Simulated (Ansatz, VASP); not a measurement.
# Al11P7O34 (glassy 61Al2O3-39P2O5 (mol %)) in two plane-wave programs

Aim: how closely do two programs agree when they are given the same cell, functional and k mesh? Of the first pair: The structure shown is the start of the Ansatz relaxation below; VASP solves that cell, so the two are compared at the walk's first step.

Program: Ansatz 0.2.0. Level of theory: plane waves, with VASP 6.6.1 beside it; single point at r2SCAN. Results are calculated unless marked as measured.

## Step 1: The starting structure

The cell holds 104 atoms: 22 Al, 14 P and 68 O. Its edges and angles: a = 10.681 Å, b = 10.709 Å, c = 10.914 Å, α = 90.5°, β = 88.0°, γ = 91.4°. As first built, before any earlier steps moved the atoms (in the runner's words): 104 atoms (22 Al, 14 P, 68 O) placed at random at 2.66 g/cm^3, melted at 4000 K for 10 ps at fixed volume with the Morse and Coulomb pair potential with partial charges (Pedone, Malavasi, Menziani, Cormack and Segre, J. Phys. Chem. B 110, 11780 (2006)). Quenched from 4000 K to 300 K at 50 K/ps and fixed volume, held 10 ps at zero pressure.

## Step 2: Ansatz: relaxation, r2SCAN

Ansatz runs on its default PAW (the set named soft_2) files.

The two programs are compared at the cell with which this relaxation starts, whose forces are those of its first step.

Contents of input.yaml:

```yaml
crystal:
  lattice:
    - [10.67828, -0.13284, 0.18854]
    - [-0.13417, 10.70846, -0.04876]
    - [0.19043, -0.04876, 10.9119]
  atoms:
    - { symbol: Al, position: [0.1725, 0.13005, 0.23681] }
    - { symbol: Al, position: [0.88595, 0.98827, 0.8909] }
    - { symbol: Al, position: [0.55939, 0.46907, 0.00326] }
    - { symbol: Al, position: [0.96681, 0.80098, 0.11173] }
    - { symbol: Al, position: [0.38934, 0.90751, 0.85185] }
    - { symbol: Al, position: [0.44612, 0.17813, 0.83263] }
    - { symbol: Al, position: [0.44294, 0.83637, 0.44474] }
    - { symbol: Al, position: [0.63901, 0.00631, 0.47019] }
    - { symbol: Al, position: [0.45778, 0.53521, 0.47632] }
    - { symbol: Al, position: [0.92517, 0.99095, 0.36056] }
    - { symbol: Al, position: [0.90091, 0.25553, 0.25014] }
    - { symbol: Al, position: [0.07839, 0.12341, 0.57759] }
    - { symbol: Al, position: [0.03112, 0.79331, 0.68668] }
    - { symbol: Al, position: [0.65537, 0.7917, 0.81274] }
    - { symbol: Al, position: [0.84625, 0.97936, 0.65297] }
    - { symbol: Al, position: [0.75158, 0.74315, 0.56812] }
    - { symbol: Al, position: [0.53414, 0.76228, 0.06538] }
    - { symbol: Al, position: [0.36168, 0.06514, 0.5952] }
    - { symbol: Al, position: [0.87963, 0.43549, 0.71512] }
    - { symbol: Al, position: [0.90632, 0.50875, 0.15649] }
    - { symbol: Al, position: [0.31557, 0.58703, 0.07829] }
    - { symbol: Al, position: [0.70614, 0.88698, 0.25343] }
    - { symbol: P, position: [0.24716, 0.66489, 0.80967] }
    - { symbol: P, position: [0.16445, 0.83116, 0.43973] }
    - { symbol: P, position: [0.59728, 0.25511, 0.2017] }
    - { symbol: P, position: [0.01251, 0.37971, 0.46952] }
    - { symbol: P, position: [0.38512, 0.26992, 0.40301] }
    - { symbol: P, position: [0.70424, 0.21361, 0.67017] }
    - { symbol: P, position: [0.80105, 0.59498, 0.93847] }
    - { symbol: P, position: [0.25458, 0.88198, 0.09986] }
[... 68 atom lines left out ...]
    - { symbol: O, position: [0.75074, 0.35098, 0.65747] }
    - { symbol: O, position: [0.90614, 0.7364, 0.60782] }
    - { symbol: O, position: [0.59776, 0.21324, 0.76914] }
    - { symbol: O, position: [0.36827, 0.79565, 0.12579] }
    - { symbol: O, position: [0.56482, 0.12269, 0.14756] }
    - { symbol: O, position: [0.14933, 0.30826, 0.90999] }
kpoints:
  mp_grid: { grid: [1, 1, 1] }
hamiltonian:
  xc: r2scan
scf:
  occupations: { method: fermi_dirac, width: 0.05 }
output:
  forces: true
  eigenvalues: true
  stress: true
relax:
  f_tol: 0.05
  max_steps: 70
```

The run is started by

```
ansatz run input.yaml --threads 4 --pin off --max-ram 8192MiB --backend cpu --events-out ev --progress --plain --runs-dir out
```

Numbers of over 12 decimals in the logs are rounded to 6 here.

Output:

```text
Warning: output.stress: scf.convergence.dr2_threshold = 1e-7 eV (the SCF's general default) is looser than the 1.04e-8 eV advised for a printed stress (1e-10 eV for each atom of the cell: 104). What an SCF threshold leaves in a stress goes as its square root, and in the free energy as the threshold itself, and one threshold admits the most on a small cell: [figures from the program's tests cut] Every solve of this ru [...]
Engine: ansatz 0.2.0, x86_64-unknown-linux-gnu
Pseudopotentials: kind: paw
Pseudopotential: Al, paw, valence charge 3, recommended cutoff 500 eV (meta_gga), Al.paw.azcp
Pseudopotential: P, paw, valence charge 5, recommended cutoff 500 eV (meta_gga), P.paw.azcp
Pseudopotential: O, paw, valence charge 6, recommended cutoff 500 eV (meta_gga), O.paw.azcp
Functional definition: r2SCAN
  parameter k0 = 0.174
  parameter k1 = 0.065
  parameter a1 = 4.9479
  exchange = r2scan_x(k0 = k0, k1 = k1, a1 = a1)
  correlation = r2scan_c
Crystal: 104 atoms, lattice volume = 1247.151 Å³
Basis set: ecut = 500 eV, 31641 PW (Γ), exchange–correlation on 320×320×320 points (64 copies of the dense FFT grid, shifted against one another)
Bands: 376, of which v1, the nominal top of the filled ones, is band 272 counted from 1 (271 counted from 0)
Symmetry: 1 space group operations
Space group: P1 (ITA 1), of the structure as read, at distance tolerance 1.1e-4 Å
k-points: 1
Non-local potential: Al, projectors of the file, l = 0: 2, l = 1: 2, l = 2: 1
Non-local potential: P, projectors of the file, l = 0: 2, l = 1: 2, l = 2: 2
Non-local potential: O, projectors of the file, l = 0: 2, l = 1: 2, l = 2: 1
PAW form: soft (Blöchl's): semilocal exchange-correlation on the pseudo side does not see the compensation charge
PAW frozen core: Al, regenerated for the run's functional (the file was generated under x = pbe(κ = 0.804, μ = 0.219515), c = pbe(β = 0.066725))
PAW frozen core: P, regenerated for the run's functional (the file was generated under x = pbe(κ = 0.804, μ = 0.219515), c = pbe(β = 0.066725))
PAW frozen core: O, regenerated for the run's functional (the file was generated under x = pbe(κ = 0.804, μ = 0.219515), c = pbe(β = 0.066725))
PAW one-centre angular grid: Al, 302 points (default); XC on 160 Gauss nodes
PAW one-centre angular grid: P, 302 points (default); XC on 160 Gauss nodes
PAW one-centre angular grid: O, 302 points (default); XC on 160 Gauss nodes
Initial density: superposition of atomic densities (neutral atoms: chi_scale 0, normalization atom), corrected by the library's trained network
Initial wavefunctions: pseudopotential atomic-orbital guess
Functional: x = r2scan, c = r2scan; τ floored in thin density (d = 2e-4 eV/Å³)
SCF iter   1: F=—  HF=-61290.132038 eV  |F-HF|=—  |Δ(HF+E_count)|=         —  Δρ=8.39e-3  dr2=9.45e-1  dr2_τ=8.89e0  ethr=1.77e-3  ⟨swp⟩=6.0  Hψ=1837  notcnv=0  defer=94
preconditioner: auto → Resta (q_TF=auto, 2.376 Å⁻¹)  ε∞=2.9  [insulator: Δε(μ)=4.702 eV  Ē_g=17.656 eV  σ=0.050 eV  W_gap=1.00  n_scr=266 (ndim 8)  ℏωp=24.5 eV  f_vac=0.102  D(μ)=0.00/eV (n_scr^D=0)  ε∞_Penn≈2.9]
SCF iter   2: F=—  HF=-61292.975979 eV  |F-HF|=—  |Δ(HF+E_count)|=    2.84e0  Δρ=5.07e-3  dr2=2.03e-1  dr2_τ=2.28e-2  ethr=1.74e-4  ⟨swp⟩=3.0  Hψ=713  notcnv=0  defer=100
SCF iter   3: F=—  HF=-61292.949805 eV  |F-HF|=—  |Δ(HF+E_count)|=   2.62e-2  Δρ=1.27e-3  dr2=1.89e-2  dr2_τ=3.27e-3  ethr=3.73e-5  ⟨swp⟩=2.0  Hψ=484  notcnv=0  defer=100
SCF iter   4: F=—  HF=-61292.947669 eV  |F-HF|=—  |Δ(HF+E_count)|=   2.14e-3  Δρ=4.88e-4  dr2=2.09e-3  dr2_τ=4.30e-4  ethr=3.48e-6  ⟨swp⟩=3.0  Hψ=600  notcnv=0  defer=100
SCF iter   5: F=—  HF=-61292.947412 eV  |F-HF|=—  |Δ(HF+E_count)|=   2.56e-4  Δρ=1.43e-4  dr2=2.31e-4  dr2_τ=3.12e-5  ethr=3.85e-7  ⟨swp⟩=3.0  Hψ=612  notcnv=0  defer=100
SCF iter   6: F=-61292.947457 eV  HF=-61292.947459 eV  |F-HF|=2.24e-6  |Δ(HF+E_count)|=   4.68e-5  Δρ=4.47e-5  dr2=2.57e-5  dr2_τ=2.65e-6  ethr=1.15e-8  ⟨swp⟩=20.0  Hψ=2877  notcnv=0
SCF 1 converged in 6 iterations: F = -61292.947457 eV  dr2 = 2.57e-5
[...]
--- Relaxed structure (5 steps of the walk, 4 accepted, 0 SCFs on fresh bases) ---
  F+E_penalty+E_count = -61293.03641957 eV   max|allowed force component| = 4.036e-2 eV/Å
  atoms:
    - { symbol: Al, position: [0.171411, 0.131196, 0.237031] }
    - { symbol: Al, position: [0.885800, 0.987093, 0.891929] }
    - { symbol: Al, position: [0.558906, 0.470063, 0.00329773] }
    - { symbol: Al, position: [0.968654, 0.801822, 0.113477] }
    - { symbol: Al, position: [0.389332, 0.906004, 0.851154] }
    - { symbol: Al, position: [0.447607, 0.177162, 0.833497] }
    - { symbol: Al, position: [0.443681, 0.837775, 0.442913] }
    - { symbol: Al, position: [0.639678, 0.00660042, 0.470518] }
    - { symbol: Al, position: [0.458933, 0.535554, 0.475624] }
    - { symbol: Al, position: [0.925937, 0.990490, 0.360565] }
    - { symbol: Al, position: [0.899140, 0.254996, 0.250781] }
    - { symbol: Al, position: [0.079118, 0.122634, 0.577061] }
    - { symbol: Al, position: [0.030660, 0.793155, 0.686232] }
    - { symbol: Al, position: [0.655800, 0.792146, 0.813631] }
    - { symbol: Al, position: [0.846757, 0.979134, 0.653498] }
    - { symbol: Al, position: [0.752044, 0.743994, 0.569141] }
    - { symbol: Al, position: [0.531786, 0.763394, 0.066470] }
    - { symbol: Al, position: [0.362398, 0.065431, 0.594965] }
    - { symbol: Al, position: [0.879359, 0.433984, 0.715564] }
    - { symbol: Al, position: [0.905716, 0.508842, 0.156671] }
    - { symbol: Al, position: [0.315008, 0.584957, 0.077398] }
    - { symbol: Al, position: [0.707368, 0.886461, 0.253988] }
    - { symbol: P, position: [0.246796, 0.664302, 0.809700] }
    - { symbol: P, position: [0.165028, 0.832059, 0.438894] }
    - { symbol: P, position: [0.597539, 0.255664, 0.202146] }
    - { symbol: P, position: [0.012219, 0.379497, 0.469456] }
    - { symbol: P, position: [0.384835, 0.270364, 0.401877] }
    - { symbol: P, position: [0.703534, 0.213401, 0.669817] }
    - { symbol: P, position: [0.799584, 0.594167, 0.938252] }
    - { symbol: P, position: [0.254846, 0.883060, 0.099879] }
    - { symbol: P, position: [0.422119, 0.446722, 0.744889] }
    - { symbol: P, position: [0.126643, 0.585342, 0.306760] }
    - { symbol: P, position: [0.677121, 0.616514, 0.307605] }
    - { symbol: P, position: [0.248447, 0.293403, 0.010586] }
    - { symbol: P, position: [0.035443, 0.235219, 0.843679] }
    - { symbol: P, position: [0.623245, 0.042634, 0.034155] }
    - { symbol: O, position: [0.568604, 0.531313, 0.349288] }
    - { symbol: O, position: [0.285956, 0.204542, 0.328684] }
    - { symbol: O, position: [0.931917, 0.874655, 0.986875] }
    - { symbol: O, position: [0.514436, 0.814435, 0.906546] }
    - { symbol: O, position: [0.481520, 0.599911, 0.066538] }
    - { symbol: O, position: [0.325259, 0.775966, 0.765651] }
    - { symbol: O, position: [0.711448, 0.704185, 0.942369] }
    - { symbol: O, position: [0.134952, 0.803859, 0.124742] }
    - { symbol: O, position: [0.066680, 0.897446, 0.370197] }
    - { symbol: O, position: [0.507759, 0.474972, 0.852093] }
    - { symbol: O, position: [0.00366919, 0.123678, 0.273016] }
    - { symbol: O, position: [0.756172, 0.922475, 0.801162] }
    - { symbol: O, position: [0.901432, 0.340466, 0.394143] }
    - { symbol: O, position: [0.248696, 0.999057, 0.181456] }
    - { symbol: O, position: [0.143539, 0.683420, 0.406704] }
    - { symbol: O, position: [0.271574, 0.924658, 0.966877] }
    - { symbol: O, position: [0.241999, 0.573671, 0.224882] }
    - { symbol: O, position: [0.424599, 0.686948, 0.485831] }
    - { symbol: O, position: [0.010997, 0.611937, 0.235449] }
    - { symbol: O, position: [0.981405, 0.941391, 0.743840] }
    - { symbol: O, position: [0.411074, 0.210446, 0.521661] }
    - { symbol: O, position: [0.572977, 0.895586, 0.353588] }
    - { symbol: O, position: [0.904457, 0.620930, 0.033563] }
    - { symbol: O, position: [0.873353, 0.856338, 0.237170] }
[...]
- { symbol: O, position: [0.293578, 0.865258, 0.386273] }
    - { symbol: O, position: [0.735803, 0.908628, 0.554534] }
    - { symbol: O, position: [0.750800, 0.350609, 0.658175] }
    - { symbol: O, position: [0.905725, 0.737578, 0.607965] }
    - { symbol: O, position: [0.597066, 0.213101, 0.767801] }
    - { symbol: O, position: [0.367745, 0.797266, 0.126599] }
    - { symbol: O, position: [0.567725, 0.122684, 0.148197] }
    - { symbol: O, position: [0.149153, 0.305964, 0.909029] }
```

## Step 3: VASP: single point, r2SCAN, start cell, pair 1

The same cell, functional, mesh and smearing now go to VASP, with its own data sets.

Lines of VASP's logs that name or quote its potential files are left out, and so is its time.

Contents of INCAR:

```
SYSTEM = Al11P7O34
PREC = Accurate
ENCUT = 580
EDIFF = 1E-06
NELM = 120
ISMEAR = -1
SIGMA = 0.05
LREAL = Auto
ALGO = Normal
METAGGA = R2SCAN
LASPH = .TRUE.
NBANDS = 344
LORBIT = 11
LWAVE = .FALSE.
LCHARG = .FALSE.
ISIF = 2
GGA_COMPAT = .FALSE.
EFERMI = MIDGAP
LMIXTAU = .TRUE.
NCORE = 2
```

Contents of POSCAR:

```
Al11P7O34
1.0
   10.6782800000     -0.1328400000      0.1885400000
   -0.1341700000     10.7084600000     -0.0487600000
    0.1904300000     -0.0487600000     10.9119000000
Al P O
22 14 68
Direct
    0.1724953730      0.1300524087      0.2368074376
    0.8859517803      0.9882681816      0.8909035647
    0.5593890734      0.4690654252      0.0032628978
    0.9668121823      0.8009815814      0.1117287634
    0.3893363296      0.9075119891      0.8518539221
    0.4461244283      0.1781266586      0.8326298038
    0.4429387142      0.8363691466      0.4447410345
    0.6390082954      0.0063139014      0.4701866074
    0.4577799513      0.5352064619      0.4763228068
    0.9251672401      0.9909529560      0.3605593741
    0.9009082747      0.2555338005      0.2501399923
    0.0783897256      0.1234142660      0.5775930938
    0.0311167368      0.7933088609      0.6866828866
    0.6553726157      0.7917001052      0.8127401593
    0.8462464533      0.9793615527      0.6529662445
    0.7515838314      0.7431546428      0.5681166987
    0.5341425823      0.7622798810      0.0653838034
    0.3616776981      0.0651417028      0.5952020818
    0.8796313453      0.4354892626      0.7151173272
    0.9063218157      0.5087497508      0.1564923361
    0.3155706590      0.5870253962      0.0782930256
    0.7061385240      0.8869772812      0.2534309932
    0.2471580334      0.6648866321      0.8096684076
    0.1644533527      0.8311640852      0.4397329086
    0.5972796126      0.2551139479      0.2016998193
    0.0125053414      0.3797142645      0.4695201670
    0.3851152932      0.2699183349      0.4030142854
    0.7042369484      0.2136094614      0.6701709843
    0.8010480321      0.5949754657      0.9384691399
    0.2545839462      0.8819838055      0.0998640267
[... 68 atom lines left out ...]
    0.7507378495      0.3509829010      0.6574721004
    0.9061436643      0.7363999482      0.6078192189
    0.5977594940      0.2132435210      0.7691415958
    0.3682707865      0.7956470311      0.1257857912
    0.5648157720      0.1226904052      0.1475629376
    0.1493284340      0.3082616648      0.9099860204
```

Contents of KPOINTS:

```
Automatic mesh
0
Gamma
1 1 1
0 0 0
```

Potentials, in the order of the species: Al, P and O (PBE family, release 64).

The run is started by

```
mpirun -np 8 vasp_gam
```

Output:

```text
[banner, memory and clock lines left out]
running    8 mpi-ranks, on    1 nodes
[...]
|                                                                             |
|               ----> ADVICE to this user running VASP <----                  |
|                                                                             |
|     You enforced a specific xc type in the INCAR file but a different       |
|     [... a line on the potential file left out ...]
|     I HOPE YOU KNOW WHAT YOU ARE DOING!                                     |
|                                                                             |

 LDA part: xc-table for (None), standard interpolation
 POSCAR, INCAR and KPOINTS ok, starting setup
[...]
entering main loop
       N       E                     dE             d eps       ncg     rms          rms(c)
DAV:   1     0.504806476698E+04    0.50481E+04   -0.35447E+05   696   0.175E+03
DAV:   2    -0.782260377753E+03   -0.58303E+04   -0.56360E+04   856   0.403E+02
DAV:   3    -0.123739116620E+04   -0.45513E+03   -0.45207E+03   808   0.119E+02
DAV:   4    -0.124645999997E+04   -0.90688E+01   -0.90273E+01   816   0.180E+01
[...]
DAV:  22    -0.972714561241E+03   -0.53331E-04   -0.21903E-05   736   0.140E-02    0.368E-03
DAV:  23    -0.972714564111E+03   -0.28700E-05   -0.22513E-06   536   0.433E-03    0.244E-03
DAV:  24    -0.972714564218E+03   -0.10788E-06   -0.63400E-07   504   0.223E-03
   1 F= -.97271456E+03 E0= -.97271456E+03  d E =-.863711E-19
```

Parts of OUTCAR (step 3):

```text
  Total      -36.8698055    -15.3491022    -16.8452875     -0.4126022      0.0286688     -0.3507551
  in kB      -47.3655156    -19.7185239    -21.6406276     -0.5300575      0.0368299     -0.4506044
  external PRESSURE =     -29.5748890 kB  Pullay stress =       0.0000000 kB

 POSITION                                       TOTAL-FORCE (eV/Angst)
 -----------------------------------------------------------------------------------
      1.86960      1.35820      2.61020        -0.041598     -0.011338      0.118120
      9.49750     10.42170      9.84030        -0.049140      0.034248     -0.022043
      5.91100      4.94850      0.11820         0.222386      0.078035     -0.008460
     10.23770      8.44340      1.36240         0.245623     -0.044737      0.141642
      4.19790      9.62480      9.32450        -0.015362     -0.086701      0.077469
      4.89850      1.80760      9.16100         0.152187      0.030913      0.004827
[...]
8.08950      9.74630      8.82780         0.162474     -0.028809      0.006523
      9.64930      3.50820      4.45120         0.524967      0.126892      0.260683
      2.56430     10.64160      1.98130        -0.065317     -0.072557     -0.081872
      1.51440      7.26710      4.46210         0.008595      0.014585     -0.174668
      2.94180      9.81410     10.55850         0.148085     -0.087186      0.051303
      2.56740      6.11740      2.48920        -0.588129      0.062145      0.291634
      4.51750      7.26910      5.38530         0.000608     -0.012263     -0.014978
[...]
-----------------------------------------------------------------------------------
    total drift:                                0.025597     -0.005500     -0.025792

  FREE ENERGIE OF THE ION-ELECTRON SYSTEM (eV)
  ---------------------------------------------------
  free  energy   TOTEN  =      -972.7145642185 eV

  energy  without entropy=     -972.7145642185  energy(sigma->0) =     -972.71456422

[... 3 further parts left out ...]
[key lines of the parts left out:]
E-fermi :   4.7886
```

The run ends at a pressure of -2.96 GPa, with forces up to 0.78 eV/Å.

## Step 4: Comparison

Known differences besides the potentials themselves: VASP keeps PBE cores, Ansatz makes them for the functional; the cutoff is 500 eV in Ansatz and 580 eV in VASP (PREC = Accurate, projectors in real space). Total energies have different zeros and are not compared.

Forces on 10 of the 104 atoms, those with the largest forces and the largest differences (eV/Å; atoms numbered as in POSCAR):

```tsv
atom	Ansatz x, y, z	VASP x, y, z
P25	0.556, 0.068, 0.249	0.573, 0.081, 0.284
O49	0.390, 0.101, 0.208	0.525, 0.127, 0.261
O53	-0.423, 0.034, 0.223	-0.588, 0.062, 0.292
O69	-0.053, 0.138, 0.050	-0.153, 0.280, 0.121
O75	-0.137, -0.040, 0.101	-0.171, -0.040, -0.084
O77	0.556, -0.004, 0.133	0.687, 0.021, 0.149
O84	0.088, 0.055, -0.115	0.216, 0.128, -0.288
O85	-0.561, 0.004, -0.110	-0.718, -0.014, -0.151
O96	-0.635, -0.148, 0.136	-0.740, -0.205, 0.144
O97	-0.368, -0.151, 0.260	-0.488, -0.210, 0.347
```

The forces differ by 66 meV/Å r.m.s., which is 36.4 % of the r.m.s. force of 0.180 eV/Å (both taken over all components).

## Step 5: Ansatz: relaxation, r2SCAN

This run makes the geometry at which the two programs are then compared.

The structure compared here is the end of the Ansatz relaxation.

input.yaml is that of step 2.

The run is started by

```
ansatz run input.yaml --threads 4 --pin off --max-ram 8192MiB --backend cpu --events-out ev --progress --plain --runs-dir out
```

Output:

```text
[...]
Crystal: 104 atoms, lattice volume = 1247.151 Å³
Basis set: ecut = 500 eV, 31641 PW (Γ), exchange–correlation on 320×320×320 points (64 copies of the dense FFT grid, shifted against one another)
Bands: 376, of which v1, the nominal top of the filled ones, is band 272 counted from 1 (271 counted from 0)
Symmetry: 1 space group operations
[...]
k-points: 1
[...]
- { symbol: O, position: [0.285956, 0.204542, 0.328684] }
    - { symbol: O, position: [0.931917, 0.874655, 0.986875] }
    - { symbol: O, position: [0.514436, 0.814435, 0.906546] }
    - { symbol: O, position: [0.481520, 0.599911, 0.066538] }
    - { symbol: O, position: [0.325259, 0.775966, 0.765651] }
    - { symbol: O, position: [0.711448, 0.704185, 0.942369] }
    - { symbol: O, position: [0.134952, 0.803859, 0.124742] }
[...]
- { symbol: O, position: [0.597066, 0.213101, 0.767801] }
    - { symbol: O, position: [0.367745, 0.797266, 0.126599] }
    - { symbol: O, position: [0.567725, 0.122684, 0.148197] }
    - { symbol: O, position: [0.149153, 0.305964, 0.909029] }
```

(Continued in part 2 of 2.)

[Lines on the potential files, build, host, timing and source positions are cut from VASP's logs without a mark.]

[Logs are printed without paths, hosts, clocks, repeated set-up lines and the standing remarks that a program may print on its own settings, such as how far it seeks lower states.]

[Hosts, paths, dates, database ids (printed as entryN), source tags and the programs' standing remarks are cut or masked in the printed files.]
